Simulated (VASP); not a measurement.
Level of theory: LDA (Ceperley-Alder, Perdew-Zunger), VASP's LDA PAW potentials (set 64) (plane waves; VASP).

The input files of a VASP run:

KPOINTS:
```
Automatic mesh
0
Gamma
7 7 4
0 0 0
```

### INCAR
```
SYSTEM  =  ZnS
PREC  =  Accurate; ENCUT  =  520; LREAL  =  .False.
LASPH  =  .True.
EDIFF  =  1E-7; NELM  =  100; ALGO  =  Normal
LMAXMIX  =  4
ISMEAR  =  0; SIGMA  =  0.05
IBRION  =  2; NSW  =  30; ISIF  =  4
EDIFFG  =  -0.01
LWAVE  =  .False.; LCHARG  =  .False.
```

**POSCAR**
```
ZnS
1
    1.8730307075    -3.2441843095     0.0000000000
    1.8730307075     3.2441843095     0.0000000000
    0.0000000000     0.0000000000     6.1359096395
Zn S
2 2
Direct
  0.6666670000   0.3333330000   0.5000871920
  0.3333330000   0.6666670000   0.0000871920
  0.6666670000   0.3333330000   0.8749128080
  0.3333330000   0.6666670000   0.3749128080
```

POTCAR, in this order: Zn S (LDA.64 set). Program: vasp_std.

Output of the run:

**OUTCAR**
```
 ion  position               nearest neighbor table
   1  0.667  0.333  0.500-   4 2.30   4 2.30   4 2.30   3 2.30
   2  0.333  0.667  0.000-   3 2.30   3 2.30   3 2.30   4 2.30
   3  0.667  0.333  0.875-   2 2.30   2 2.30   2 2.30   1 2.30
   4  0.333  0.667  0.375-   1 2.30   1 2.30   1 2.30   2 2.30
  LATTYP: Found a hexagonal cell.
 ALAT       =     3.7460613803
 C/A-ratio  =     1.6379629207
 Subroutine PRICEL returns:
 Original cell was already a primitive cell.
 Subroutine GETGRP returns: Found 12 space group operations
The static configuration has the point symmetry C_3v.
 The point group associated with its full space group is C_6v.
The dynamic configuration has the point symmetry C_3v.
 Subroutine INISYM returns: Found 12 space group operations
 Subroutine IBZKPT returns following result:
 Found     24 irreducible k-points:

 Following reciprocal coordinates:
            Coordinates               Weight
  0.000000  0.000000  0.000000      1.000000
  0.142857 -0.000000  0.000000      6.000000
  0.285714 -0.000000  0.000000      6.000000
  0.428571 -0.000000  0.000000      6.000000
  0.142857  0.142857  0.000000      6.000000
  0.285714  0.142857  0.000000     12.000000
  0.428571  0.142857  0.000000      6.000000
  0.285714  0.285714  0.000000      6.000000
  0.000000  0.000000  0.250000      2.000000
  0.142857 -0.000000  0.250000     12.000000
  0.285714 -0.000000  0.250000     12.000000
  0.428571 -0.000000  0.250000     12.000000
  0.142857  0.142857  0.250000     12.000000
  0.285714  0.142857  0.250000     24.000000
  0.428571  0.142857  0.250000     12.000000
  0.285714  0.285714  0.250000     12.000000
  0.000000  0.000000  0.500000      1.000000
  0.142857 -0.000000  0.500000      6.000000
  0.285714 -0.000000  0.500000      6.000000
  0.428571 -0.000000  0.500000      6.000000
  0.142857  0.142857  0.500000      6.000000
  0.285714  0.142857  0.500000     12.000000
  0.428571  0.142857  0.500000      6.000000
  0.285714  0.285714  0.500000      6.000000
   k-points           NKPTS =     24   k-points in BZ     NKDIM =     24   number of bands    NBANDS=     22
   number of dos      NEDOS =    301   number of ions     NIONS =      4
   total plane-waves  NPLWV =  37632
   dimension x,y,z NGX =    28 NGY =   28 NGZ =   48
   dimension x,y,z NGXF=    56 NGYF=   56 NGZF=   96
   ions per type =               2   2
   PREC   = accura    normal or accurate (medium, high low for compatibility)
   ISTART =      0    job   : 0-new  1-cont  2-samecut
   ICHARG =      2    charge: 1-file 2-atom 10-const
   ISPIN  =      1    spin polarized calculation?
   LNONCOLLINEAR =      F non collinear calculations
   LSORBIT =      F    spin-orbit coupling
   INIWAV =      1    electr: 0-lowe 1-rand  2-diag
   ENCUT  =  520.0 eV  38.22 Ry    6.18 a.u.   6.97  6.97 11.41*2*pi/ulx,y,z
   NELM   =    100;   NELMIN=  2; NELMDL= -5     # of ELM steps
   EDIFF  = 0.1E-06   stopping-criterion for ELM
   LREAL  =      F    real-space projection
   NLSPLINE    = F    spline interpolate recip. space projectors
   LMAXMIX     =    4 max onsite mixed and CHGCAR
   VOSKOWN=      0    Vosko Wilk Nusair interpolation
   EDIFFG = -.1E-01   stopping-criterion for IOM
   NSW    =     30    number of steps for IOM
   NBLOCK =      1;   KBLOCK =     30    inner block; outer block
   IBRION =      2    ionic relax: 0-MD 1-quasi-New 2-CG
   NFREE  =      1    steps in history (QN), initial steepest desc. (CG)
   ISIF   =      4    stress and relaxation
   ISYM   =      2    0-nonsym 1-usesym 2-fastsym
   TEIN   =    0.0    initial temperature
   TEBEG  =    0.0;   TEEND  =   0.0 temperature during run
   SMASS  =  -3.00    Nose mass-parameter (am)
   PSTRESS=    0.0 pullay stress
...
```

### OSZICAR
```
       N       E                     dE             d eps       ncg     rms          rms(c)
DAV:   1     0.237428941750E+03    0.23743E+03   -0.17753E+04  1056   0.201E+03
DAV:   2     0.471328802677E+01   -0.23272E+03   -0.22738E+03  1092   0.388E+02
DAV:   3    -0.167792544975E+02   -0.21493E+02   -0.21406E+02  1296   0.121E+02
DAV:   4    -0.172683982824E+02   -0.48914E+00   -0.48861E+00  1224   0.186E+01
DAV:   5    -0.172778910117E+02   -0.94927E-02   -0.94918E-02  1304   0.254E+00    0.112E+01
DAV:   6    -0.164161705942E+02    0.86172E+00   -0.21051E+00  1536   0.461E+01    0.839E+00
DAV:   7    -0.164338270051E+02   -0.17656E-01   -0.20788E+00  1140   0.869E+00    0.323E+00
DAV:   8    -0.164029212120E+02    0.30906E-01   -0.11302E-01  1428   0.385E+00    0.106E+00
DAV:   9    -0.164015890577E+02    0.13322E-02   -0.26203E-02  1464   0.238E+00    0.320E-01
DAV:  10    -0.164016458653E+02   -0.56808E-04   -0.83504E-04  1258   0.361E-01    0.226E-01
DAV:  11    -0.164016643565E+02   -0.18491E-04   -0.73506E-05  1360   0.109E-01    0.459E-02
DAV:  12    -0.164016625444E+02    0.18121E-05   -0.15153E-05  1186   0.301E-02    0.268E-02
DAV:  13    -0.164016626925E+02   -0.14808E-06   -0.59582E-07  1310   0.957E-03    0.145E-02
DAV:  14    -0.164016627802E+02   -0.87742E-07   -0.12213E-07   834   0.704E-03
   1 F= -.16401663E+02 E0= -.16401663E+02  d E =-.164017E+02
       N       E                     dE             d eps       ncg     rms          rms(c)
DAV:   1    -0.164020194897E+02   -0.35680E-03   -0.12594E-02  1062   0.830E-01    0.995E-02
DAV:   2    -0.164018531833E+02    0.16631E-03   -0.46217E-04  1430   0.330E-01    0.578E-02
DAV:   3    -0.164017679929E+02    0.85190E-04   -0.11541E-04  1222   0.135E-01    0.167E-02
DAV:   4    -0.164017666399E+02    0.13530E-05   -0.39590E-05  1182   0.537E-02    0.847E-03
DAV:   5    -0.164017666370E+02    0.29422E-08   -0.31890E-06  1278   0.191E-02    0.491E-03
DAV:   6    -0.164017665598E+02    0.77179E-07   -0.33999E-07  1084   0.958E-03
   2 F= -.16401767E+02 E0= -.16401767E+02  d E =-.103780E-03
       N       E                     dE             d eps       ncg     rms          rms(c)
DAV:   1    -0.164026016668E+02   -0.83503E-03   -0.38063E-02  1062   0.144E+00    0.173E-01
DAV:   2    -0.164020975185E+02    0.50415E-03   -0.13985E-03  1412   0.574E-01    0.101E-01
DAV:   3    -0.164018404954E+02    0.25702E-03   -0.35079E-04  1222   0.234E-01    0.292E-02
DAV:   4    -0.164018363795E+02    0.41159E-05   -0.11998E-04  1176   0.936E-02    0.148E-02
DAV:   5    -0.164018363721E+02    0.74820E-08   -0.96687E-06  1242   0.331E-02    0.863E-03
DAV:   6    -0.164018361457E+02    0.22634E-06   -0.11070E-06  1332   0.166E-02    0.102E-03
DAV:   7    -0.164018361572E+02   -0.11532E-07   -0.21408E-07   736   0.492E-03
   3 F= -.16401836E+02 E0= -.16401836E+02  d E =-.173377E-03
       N       E                     dE             d eps       ncg     rms          rms(c)
DAV:   1    -0.164018131167E+02    0.23029E-04   -0.22192E-02  1074   0.105E+00    0.649E-02
DAV:   2    -0.164018630450E+02   -0.49928E-04   -0.55330E-04  1242   0.191E-01    0.201E-02
DAV:   3    -0.164018599475E+02    0.30975E-05   -0.78170E-06  1246   0.244E-02    0.149E-02
DAV:   4    -0.164018582339E+02    0.17136E-05   -0.73604E-06  1208   0.214E-02    0.387E-03
DAV:   5    -0.164018583500E+02   -0.11612E-06   -0.21618E-06  1134   0.132E-02    0.333E-03
DAV:   6    -0.164018583482E+02    0.17731E-08   -0.85314E-08   602   0.427E-03
   4 F= -.16401858E+02 E0= -.16401858E+02  d E =-.221910E-04
```

OUTCAR:
```
------------------------ aborting loop because EDIFF is reached ----------------------------------------
  FORCE on cell =-STRESS in cart. coord.  units (eV):
  Direction    XX          YY          ZZ          XY          YZ          ZX
  --------------------------------------------------------------------------------------
  Total       -0.0096041     -0.0096041      0.0112384      0.0000000     -0.0000000      0.0000000
  in kB       -0.2063527     -0.2063527      0.2414659      0.0000000     -0.0000000      0.0000000
  external PRESSURE =      -0.0570798 kB  Pullay stress =       0.0000000 kB
  volume of cell :       74.57
      direct lattice vectors                 reciprocal lattice vectors
     1.871113930 -3.240864353  0.000000000     0.267220500 -0.154279830 -0.000000000
     1.871113930  3.240864353 -0.000000000     0.267220500  0.154279830  0.000000000
    -0.000000000 -0.000000000  6.148487387    -0.000000000  0.000000000  0.162641628
  FREE ENERGIE OF THE ION-ELECTRON SYSTEM (eV)
  ---------------------------------------------------
  free  energy   TOTEN  =       -16.4018583482 eV

  energy  without entropy=      -16.4018583482  energy(sigma->0) =      -16.40185835

 reached required accuracy - stopping structural energy minimisation
```
(Selected blocks of OUTCAR.)

**CONTCAR**
```
ZnS
   1.00000000000000
     1.8711139297492683   -3.2408643531671637    0.0000000000000000
     1.8711139297492683    3.2408643531671637   -0.0000000000000000
    -0.0000000000000000   -0.0000000000000000    6.1484873867491174
  Zn              S
     2     2
Direct
     0.6666669999999968    0.3333330000000032    0.5006477323204017
     0.3333330000000032    0.6666669999999968    0.0006477323204018
     0.6666669999999968    0.3333330000000032    0.8743522676795983
     0.3333330000000032    0.6666669999999968    0.3743522676795982
```

File OUTCAR:
```
 val. band max:        2.5017011133   @ k =   0.0000   0.0000   0.0000

 cond. band min:       4.7130001959   @ k =   0.0000   0.0000   0.0000


 Fermi energy:         2.7456693727

 k-point     1 :       0.0000    0.0000    0.0000
  band No.  band energies     occupation
      1     -11.0505      2.00000
      2      -9.9885      2.00000
      3      -4.2540      2.00000
      4      -4.2328      2.00000
      5      -4.2328      2.00000
      6      -4.1438      2.00000
      7      -4.1437      2.00000
      8      -3.7526      2.00000
      9      -3.7526      2.00000
     10      -3.6637      2.00000
     11      -3.6637      2.00000
     12      -3.5144      2.00000
     13      -3.2798      2.00000
     14       1.5161      2.00000
     15       1.5161      2.00000
     16       2.3984      2.00000
     17       2.5017      2.00000
     18       2.5017      2.00000
     19       4.7130      0.00000
     20       5.5164      0.00000
     21       8.6274      0.00000
     22       8.6274      0.00000

 k-point     2 :       0.1429   -0.0000    0.0000
  band No.  band energies     occupation
      1     -10.8983      2.00000
      2      -9.9034      2.00000
      3      -4.2512      2.00000
      4      -4.2209      2.00000
      5      -4.2043      2.00000
      6      -4.1286      2.00000
      7      -4.1012      2.00000
      8      -3.7747      2.00000
      9      -3.7528      2.00000
     10      -3.7484      2.00000
     11      -3.6567      2.00000
     12      -3.4344      2.00000
     13      -3.0754      2.00000
     14       0.4598      2.00000
     15       1.1790      2.00000
     16       1.3789      2.00000
     17       2.1987      2.00000
     18       2.3147      2.00000
     19       5.6749      0.00000
     20       6.3659      0.00000
     21       8.1392      0.00000
     22       9.0162      0.00000

 k-point     3 :       0.2857   -0.0000    0.0000
  band No.  band energies     occupation
      1     -10.5031      2.00000
...
```

The compound is ZnS in the wurtzite structure, the high-temperature form. This run relaxes it. Symmetry was kept, so distortions that lower it aren't found.
